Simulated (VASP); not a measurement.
# A VASP study of LiCaSc (rev-vdW-DF2): structure first, properties next, part 2 of 5

Aim: relax LiCaSc, then compute properties on the relaxed cell. The cell is invented: other elements were put on sites of a known structure type. It may not be a known or stable phase.

VASP 6.6.1; rev-vdW-DF2; plane waves and PAW (Li_sv, Ca_sv, Sc_sv); invented cell.

Still holding for the runs below: The k-mesh is coarse for a metal.

So far: The starting structure; Rough relaxation of the start cell.

### 2. Rough relaxation of the start cell (continued)

Relaxation path:

| step | energy less that of the first step (eV) | largest force (eV/Å) | pressure (GPa) | volume (Å³) |
| --- | --- | --- | --- | --- |
| 1 | 0.0000 | 0.0000 | 14.79 | 59.92 |
| 2 | -0.9370 | 0.0000 | 1.30 | 77.34 |
| 3 | -1.0180 | 0.0000 | 2.49 | 79.93 |
| 4 | -1.0847 | 0.0000 | 0.70 | 85.27 |
| 5 | -1.0560 | 0.0000 | -2.28 | 96.65 |
| 6 | -1.1000 | 0.0000 | -0.16 | 88.92 |
| 7 | -1.1006 | 0.0000 | -0.41 | 89.76 |
| 8 | -1.1680 | 0.0000 | -0.57 | 89.71 |
| 9 | -1.4059 | 0.0000 | -0.98 | 88.92 |
| 10 | -1.7279 | 0.0000 | 0.01 | 84.00 |
| 11 | -1.7361 | 0.0000 | -0.54 | 84.48 |
| 12 | -1.7389 | 0.0000 | -0.51 | 84.24 |
| 13 | -1.7380 | 0.0000 | 1.04 | 80.88 |
| 14 | -1.7414 | 0.0000 | 0.06 | 82.43 |

| cell as run | before | after | change |
| --- | --- | --- | --- |
| a (Å) | 4.010 | 5.280 | +31.7 % |
| b (Å) | 4.010 | 5.280 | +31.7 % |
| c (Å) | 4.303 | 3.415 | -20.6 % |
| volume (Å³/atom) | 19.97 | 27.48 | +37.6 % |

The relaxed structure:

```cif
data_structure
_symmetry_space_group_name_H-M 'P 1'
_symmetry_Int_Tables_number 1
_cell_length_a 5.2795
_cell_length_b 5.2795
_cell_length_c 3.4148
_cell_angle_alpha 90.000
_cell_angle_beta 90.000
_cell_angle_gamma 120.000
_cell_volume 82.43
loop_
_atom_site_label
_atom_site_type_symbol
_atom_site_fract_x
_atom_site_fract_y
_atom_site_fract_z
_atom_site_occupancy
Li1 Li 0.00000 0.00000 0.50000 1
Ca2 Ca 0.66667 0.33333 0.00000 1
Sc3 Sc 0.33333 0.66667 0.50000 1
```

Numbers from this step:

- electrons: 24
- bands: 18
- irreducible k-points: 15
- symmetry operations: 12
- free energy (TOTEN): -3.856 eV
- energy at zero smearing: -3.851 eV
- Fermi energy: 2.323 eV
- pressure: 0.05694 GPa
- metallic, judged on the points sampled: yes
- SCF cycles over all ionic steps: 470

It ends with forces that vanish by symmetry and a pressure of 0.06 GPa.

### 3. Relaxing cell and atoms (rev-vdW-DF2)

Properties are meant for the cell that this level of theory prefers, so cell and atoms are relaxed first (ISIF = 3) until forces and stress are small; EDIFFG sets the threshold.

File INCAR:

```
SYSTEM = LiCaSc
PREC = Accurate
ENCUT = 650
EDIFF = 1E-06
NELM = 100
ISMEAR = 1
SIGMA = 0.2
LREAL = .FALSE.
ALGO = Normal
GGA = MK
AGGAC = 0
LUSE_VDW = .TRUE.
PARAM1 = 0.1234
PARAM2 = 0.711357
ZAB_VDW = -1.8867
LASPH = .TRUE.
NBANDS = 18
LORBIT = 11
LWAVE = .FALSE.
LCHARG = .FALSE.
IBRION = 2
NSW = 60
ISIF = 3
EDIFFG = -0.01
```

File POSCAR:

```
LiCaSc
1.0
    5.2795434069      0.0000000000      0.0000000000
   -2.6397717034      4.5722187023      0.0000000000
    0.0000000000      0.0000000000      3.4148387433
Li Ca Sc
1 1 1
Direct
    0.0000000000      0.0000000000      0.5000000000
    0.6666666700      0.3333333300      0.0000000000
    0.3333333300      0.6666666700      0.5000000000
```

File KPOINTS:

```
Automatic mesh
0
Gamma
5 5 7
0 0 0
```

The projector-augmented-wave data sets are Li_sv, Ca_sv and Sc_sv (PBE family, release 64).

Launch:

```
$ mpirun -np 1 vasp_std
```

Output:

```text
[banner, memory and clock lines left out]
running    1 mpi-ranks, on    1 nodes
 distrk:  each k-point on    1 cores,    1 groups
 distr:  one band on    1 cores,    1 groups

 POSCAR found type information on POSCAR LiCaSc
 POSCAR found :  3 types and       3 ions
 [... a notice as in an earlier step ...]

 [... a notice as in an earlier step ...]

 LDA part: xc-table for (Slater+PW92), standard interpolation
 POSCAR, INCAR and KPOINTS ok, starting setup
 FFT: planning ... GRIDC
 FFT: planning ... GRID_SOFT
 FFT: planning ... GRID
 WAVECAR not read
 entering main loop
       N       E                     dE             d eps       ncg     rms          rms(c)
DAV:   1     0.316579963732E+03    0.31658E+03   -0.12928E+04   720   0.151E+03
DAV:   2     0.130077594361E+02   -0.30357E+03   -0.30007E+03   880   0.478E+02
DAV:   3    -0.351477369758E+01   -0.16523E+02   -0.16334E+02  1262   0.112E+02
DAV:   4    -0.556327888635E+01   -0.20485E+01   -0.20249E+01  1336   0.239E+01
DAV:   5    -0.574234014621E+01   -0.17906E+00   -0.17892E+00  1152   0.640E+00    0.600E+00
DAV:   6    -0.408160235389E+01    0.16607E+01   -0.15320E+01  1104   0.204E+01    0.297E+00
DAV:   7    -0.395447535487E+01    0.12713E+00   -0.16798E+00  1104   0.828E+00    0.141E+00
DAV:   8    -0.394767062671E+01    0.68047E-02   -0.46116E-01  1102   0.424E+00    0.853E-01
DAV:   9    -0.392823505055E+01    0.19436E-01   -0.16455E-01  1106   0.252E+00    0.161E-01
DAV:  10    -0.392824734134E+01   -0.12291E-04   -0.93103E-03  1296   0.594E-01    0.746E-02
DAV:  11    -0.392828647733E+01   -0.39136E-04   -0.41118E-03  1118   0.325E-01    0.785E-02
DAV:  12    -0.392814201204E+01    0.14447E-03   -0.12538E-03  1102   0.212E-01    0.801E-03
DAV:  13    -0.392814127276E+01    0.73928E-06   -0.34653E-05  1114   0.381E-02    0.496E-03
DAV:  14    -0.392814081471E+01    0.45805E-06   -0.89176E-06   948   0.190E-02
   1 F= -.39281408E+01 E0= -.39279299E+01  d E =-.392814E+01
 curvature:   0.00 expect dE= 0.000E+00 dE for cont linesearch  0.000E+00
 trial: gam= 0.00000 g(F)=  0.166E-42 g(S)=  0.109E-01 ort = 0.000E+00 (trialstep = 0.100E+01)
 search vector abs. value=  0.109E-01
 bond charge predicted
       N       E                     dE             d eps       ncg     rms          rms(c)
DAV:   1    -0.400060981264E+01   -0.72469E-01   -0.20972E+00  1052   0.201E+01    0.170E+00
DAV:   2    -0.396577632341E+01    0.34833E-01   -0.73840E-01  1248   0.661E+00    0.982E-01
DAV:   3    -0.393950946875E+01    0.26267E-01   -0.16625E-01  1120   0.214E+00    0.448E-01
DAV:   4    -0.393669947789E+01    0.28100E-02   -0.18873E-02  1352   0.100E+00    0.140E-01
DAV:   5    -0.393681281169E+01   -0.11333E-03   -0.16644E-03   928   0.246E-01    0.919E-02
DAV:   6    -0.393694869122E+01   -0.13588E-03   -0.56211E-04  1276   0.144E-01    0.128E-02
DAV:   7    -0.393695123813E+01   -0.25469E-05   -0.27365E-05  1176   0.351E-02    0.114E-02
DAV:   8    -0.393695074455E+01    0.49358E-06   -0.25329E-06   678   0.135E-02
   2 F= -.39369507E+01 E0= -.39366047E+01  d E =-.880993E-02
[...]
3 F= -.39430092E+01 E0= -.39420361E+01  d E =-.148683E-01
[...]
4 F= -.39450443E+01 E0= -.39439464E+01  d E =-.203511E-02
 trial-energy change:   -0.002035  1 .order   -0.002010   -0.002909   -0.001111
 step:   2.0719(harm=  2.1664)  dis= 0.00000  next Energy=    -3.945352 (dE=-0.234E-02)
 bond charge predicted
       N       E                     dE             d eps       ncg     rms          rms(c)
DAV:   1    -0.395048319252E+01   -0.54391E-02   -0.24070E-01   832   0.701E+00    0.472E-01
DAV:   2    -0.394681475973E+01    0.36684E-02   -0.25143E-02  1096   0.181E+00    0.255E-01
DAV:   3    -0.394576541481E+01    0.10493E-02   -0.66444E-03  1160   0.446E-01    0.143E-01
DAV:   4    -0.394537710701E+01    0.38831E-03   -0.21243E-03  1346   0.389E-01    0.443E-02
DAV:   5    -0.394538309004E+01   -0.59830E-05   -0.14923E-04  1048   0.945E-02    0.249E-02
DAV:   6    -0.394539368356E+01   -0.10594E-04   -0.44381E-05  1424   0.407E-02    0.106E-02
DAV:   7    -0.394539415426E+01   -0.47069E-06   -0.31736E-06   732   0.170E-02
   5 F= -.39453942E+01 E0= -.39442437E+01  d E =-.238500E-02
 curvature:  -1.25 expect dE=-0.506E-05 dE for cont linesearch -0.298E-05
 trial: gam=-0.03932 g(F)=  0.144E-42 g(S)=  0.404E-05 ort = 0.778E-04 (trialstep = 0.149E+01)
 search vector abs. value=  0.186E-05
 reached required accuracy - stopping structural energy minimisation
```

Wall time 5.8 min (1 MPI rank of Intel Xeon 6975P-C (Granite Rapids), shared host); peak memory 0.61 GiB.

OUTCAR, selected parts (step 3):

```text
  LATTYP: Found a hexagonal cell.
 ALAT       =     5.2795434069
 C/A-ratio  =     0.6468056951

The static configuration has the point symmetry D_3h.

 Found     20 irreducible k-points:

   k-points           NKPTS =     20   k-points in BZ     NKDIM =     20   number of bands    NBANDS=     18

   dimension x,y,z NGX =    48 NGY =   48 NGZ =   28
   dimension x,y,z NGXF=    96 NGYF=   96 NGZF=   56

   ENCUT  =  650.0 eV  47.77 Ry    6.91 a.u.  10.98 10.98  7.10*2*pi/ulx,y,z

   NELECT =      24.0000    total number of electrons

 E-fermi :   2.2085

 k-point     1 :       0.0000    0.0000    0.0000
  band No.  band energies     occupation
    ...
      9     -19.9997      2.00000
     10      -2.1547      2.00000
     11       1.7506      2.00563
     12       1.9319      2.06476
     13       1.9319      2.06476
     14       3.1000     -0.00000
     15       3.1000     -0.00000
     16       3.7038     -0.00000
     17       4.2181     -0.00000
     18       4.2181     -0.00000

 k-point     2 :       0.2000   -0.0000    0.0000
  band No.  band energies     occupation
    ...
      9     -19.9997      2.00000
     10      -1.8771      2.00000
     11       1.3982      2.00000
     12       1.6639      2.00081
     13       2.0776      1.88592
     14       2.8966     -0.00001
     15       3.0681     -0.00000
     16       3.8590     -0.00000
     17       4.1971     -0.00000
     18       4.2119     -0.00000

Total vdW correction in eV:      4.0365655

  Total       -0.0065121     -0.0065121     -0.0128968     -0.0000000      0.0000000      0.0000000
  in kB       -0.1236627     -0.1236627     -0.2449047     -0.0000000      0.0000000      0.0000000
  external PRESSURE =      -0.1640767 kB  Pullay stress =       0.0000000 kB

  energy-cutoff  :      650.00
  volume of cell :       84.37
      direct lattice vectors                 reciprocal lattice vectors
     5.409260252  0.000000000 -0.000000000     0.184868162  0.106733683  0.000000000
    -2.704630126  4.684556785  0.000000000    -0.000000000  0.213467366  0.000000000
    -0.000000000 -0.000000000  3.329569808     0.000000000 -0.000000000  0.300339100

 POSITION                                       TOTAL-FORCE (eV/Angst)
 -----------------------------------------------------------------------------------
     -0.00000     -0.00000      1.66478        -0.000000      0.000000     -0.000000
      2.70463      1.56152      0.00000         0.000000      0.000000      0.000000
     -0.00000      3.12304      1.66478        -0.000000     -0.000000     -0.000000
 -----------------------------------------------------------------------------------
    total drift:                                0.000008     -0.000004      0.000000

  FREE ENERGIE OF THE ION-ELECTRON SYSTEM (eV)
  ---------------------------------------------------
  free  energy   TOTEN  =        -3.9453941543 eV

  energy  without entropy=       -3.9419427652  energy(sigma->0) =       -3.94424369

Total vdW correction in eV:      4.0365478

 total charge
# of ion       s       p       d       tot
------------------------------------------
    1        2.032   0.053   0.000   2.085
    2        2.092   5.833   0.228   8.153
    3        2.296   6.037   0.987   9.321
--------------------------------------------------
tot          6.420  11.923   1.215  19.558

[... 2 parts as in an earlier step ...]

[... 7 further parts left out ...]
```

Relaxation path:

| step | energy less that of the first step (eV) | largest force (eV/Å) | pressure (GPa) | volume (Å³) |
| --- | --- | --- | --- | --- |
| 1 | 0.0000 | 0.0000 | 0.53 | 82.43 |
| 2 | -0.0088 | 0.0000 | 0.19 | 83.52 |
| 3 | -0.0149 | 0.0000 | -0.31 | 85.38 |
| 4 | -0.0169 | 0.0000 | -0.12 | 84.73 |
| 5 | -0.0173 | 0.0000 | -0.02 | 84.37 |

| conventional cell, symmetrised | before | after | change |
| --- | --- | --- | --- |
| a (Å) | 5.280 | 5.409 | +2.5 % |
| b (Å) | 5.280 | 5.409 | +2.5 % |
| c (Å) | 3.415 | 3.330 | -2.5 % |
| volume (Å³/atom) | 27.48 | 28.12 | +2.4 % |

Final coordinates:

```xyz
3
Lattice="5.4093 0.0000 0.0000 -2.7046 4.6846 0.0000 0.0000 0.0000 3.3296" Properties=species:S:1:pos:R:3 pbc="T T T"
Li    0.0000    0.0000    1.6648
Ca    2.7046    1.5615    0.0000
Sc    0.0000    3.1230    1.6648
```

Numbers from this step:

```
irreducible k-points            : 20
free energy (TOTEN)             : -3.945 eV
energy at zero smearing         : -3.944 eV
Fermi energy                    : 2.208 eV
pressure                        : -0.01641 GPa
SCF cycles over all ionic steps : 46
```

It ends with forces that vanish by symmetry and a pressure of -0.02 GPa.

### 4. Second relaxation

The basis stayed that of the start cell while the cell moved. A rerun from the cell reached resets it; the error of the finite cutoff stays.

INCAR is that of step 3.

File POSCAR:

```
LiCaSc
1.0
    5.4092602523      0.0000000000      0.0000000000
   -2.7046301261      4.6845567851      0.0000000000
    0.0000000000      0.0000000000      3.3295698079
Li Ca Sc
1 1 1
Direct
    0.0000000000      0.0000000000      0.5000000000
    0.6666666700      0.3333333300      0.0000000000
    0.3333333300      0.6666666700      0.5000000000
```

KPOINTS is that of step 3.

Launch:

```
$ mpirun -np 1 vasp_std
```

Output:

```text
[... set-up lines as in an earlier step ...]
 entering main loop
       N       E                     dE             d eps       ncg     rms          rms(c)
DAV:   1     0.324584894536E+03    0.32458E+03   -0.13156E+04   720   0.153E+03
DAV:   2     0.135879469751E+02   -0.31100E+03   -0.30745E+03   912   0.468E+02
DAV:   3    -0.302222502553E+01   -0.16610E+02   -0.16465E+02  1248   0.115E+02
DAV:   4    -0.556787012654E+01   -0.25456E+01   -0.25233E+01  1336   0.251E+01
DAV:   5    -0.576225962781E+01   -0.19439E+00   -0.19423E+00  1064   0.765E+00    0.601E+00
DAV:   6    -0.416407167696E+01    0.15982E+01   -0.16711E+01  1144   0.209E+01    0.333E+00
DAV:   7    -0.397841443351E+01    0.18566E+00   -0.21359E+00  1182   0.907E+00    0.146E+00
DAV:   8    -0.396729394613E+01    0.11120E-01   -0.53395E-01  1078   0.450E+00    0.911E-01
DAV:   9    -0.394612813381E+01    0.21166E-01   -0.17570E-01  1092   0.255E+00    0.167E-01
DAV:  10    -0.394636976311E+01   -0.24163E-03   -0.13661E-02  1294   0.665E-01    0.119E-01
DAV:  11    -0.394616642716E+01    0.20334E-03   -0.78684E-03  1110   0.433E-01    0.867E-02
DAV:  12    -0.394599253556E+01    0.17389E-03   -0.14862E-03  1112   0.220E-01    0.712E-03
DAV:  13    -0.394599274783E+01   -0.21226E-06   -0.16909E-05   920   0.268E-02    0.234E-03
DAV:  14    -0.394599272512E+01    0.22706E-07   -0.13962E-06   804   0.804E-03
   1 F= -.39459927E+01 E0= -.39448421E+01  d E =-.394599E+01
 curvature:   0.00 expect dE= 0.000E+00 dE for cont linesearch  0.000E+00
 trial: gam= 0.00000 g(F)=  0.466E-43 g(S)=  0.328E-05 ort = 0.000E+00 (trialstep = 0.100E+01)
 search vector abs. value=  0.328E-05
 reached required accuracy - stopping structural energy minimisation
```

Wall time 79 s (1 MPI rank); peak memory 0.61 GiB.

OUTCAR, selected parts (step 4):

```text
  LATTYP: Found a hexagonal cell.
 ALAT       =     5.4092602523
 C/A-ratio  =     0.6155314503

The static configuration has the point symmetry D_3h.

 Found     20 irreducible k-points:

   ENCUT  =  650.0 eV  47.77 Ry    6.91 a.u.  11.24 11.24  6.92*2*pi/ulx,y,z

   NELECT =      24.0000    total number of electrons

 E-fermi :   2.2084

 k-point     1 :       0.0000    0.0000    0.0000
  band No.  band energies     occupation
    ...
      9     -19.9998      2.00000
     10      -2.1549      2.00000
     11       1.7504      2.00562
     12       1.9318      2.06478
     13       1.9318      2.06478
     14       3.0999     -0.00000
     15       3.0999     -0.00000
     16       3.7036     -0.00000
     17       4.2178     -0.00000
     18       4.2178     -0.00000

 k-point     2 :       0.2000   -0.0000    0.0000
  band No.  band energies     occupation
    ...
      9     -19.9998      2.00000
     10      -1.8773      2.00000
     11       1.3981      2.00000
     12       1.6637      2.00081
     13       2.0775      1.88562
     14       2.8964     -0.00001
     15       3.0680     -0.00000
     16       3.8589     -0.00000
     17       4.1968     -0.00000
     18       4.2116     -0.00000

Total vdW correction in eV:      4.0365918

  Total       -0.0031278     -0.0031278     -0.0135845     -0.0000000      0.0000000      0.0000000
  in kB       -0.0593960     -0.0593960     -0.2579641     -0.0000000      0.0000000      0.0000000
  external PRESSURE =      -0.1255854 kB  Pullay stress =       0.0000000 kB

  energy-cutoff  :      650.00
  volume of cell :       84.37
      direct lattice vectors                 reciprocal lattice vectors
     5.409260252  0.000000000  0.000000000     0.184868162  0.106733683  0.000000000
    -2.704630126  4.684556785  0.000000000     0.000000000  0.213467366  0.000000000
     0.000000000  0.000000000  3.329569808     0.000000000  0.000000000  0.300339100

 POSITION                                       TOTAL-FORCE (eV/Angst)
 -----------------------------------------------------------------------------------
      0.00000      0.00000      1.66478         0.000000     -0.000000      0.000000
      2.70463      1.56152      0.00000        -0.000000     -0.000000      0.000000
     -0.00000      3.12304      1.66478        -0.000000      0.000000      0.000000
 -----------------------------------------------------------------------------------
    total drift:                                0.000008     -0.000004      0.000000

  FREE ENERGIE OF THE ION-ELECTRON SYSTEM (eV)
  ---------------------------------------------------
  free  energy   TOTEN  =        -3.9459927251 eV

  energy  without entropy=       -3.9425409490  energy(sigma->0) =       -3.94484213

Total vdW correction in eV:      4.0365400

[... 6 parts as in an earlier step ...]

[... 6 further parts left out ...]
```

CONTCAR:

```
LiCaSc
   1.00000000000000
     5.4092602523000002    0.0000000000000000    0.0000000000000000
    -2.7046301261000001    4.6845567850999998    0.0000000000000000
     0.0000000000000000    0.0000000000000000    3.3295698079000000
  Li              Ca              Sc
     1     1     1
Direct
     0.0000000000000000    0.0000000000000000    0.5000000000000000
     0.6666666699999979    0.3333333300000021    0.0000000000000000
     0.3333333300000021    0.6666666699999979    0.5000000000000000
```

Little changed from the start: no atom moved by 0.005 Å and no cell edge by 0.1 %.

Numbers from this step:

- free energy (TOTEN): -3.946 eV
- energy at zero smearing: -3.945 eV
- pressure: -0.01256 GPa
- SCF cycles over all ionic steps: 14

It ends with forces that vanish by symmetry and a pressure of -0.01 GPa. The volume moved by under 0.01 %: the run met its threshold at the first step.

(Continued in part 3 of 5.)

[Lines on the potential files, build, host, timing and source positions are cut from VASP's logs without a mark.]

[Logs are printed without paths, hosts, clocks, repeated set-up lines and the standing remarks that a program may print on its own settings, such as how far it seeks lower states.]

[Hosts, paths, dates, database ids (printed as entryN), source tags and the programs' standing remarks are cut or masked in the printed files.]

[A measured line is paired with the nearest computed mode of its activity, which favours agreement.]

[In band tables of VASP the shares of atoms and orbitals are scaled to a sum of 1 inside the atoms' spheres.]
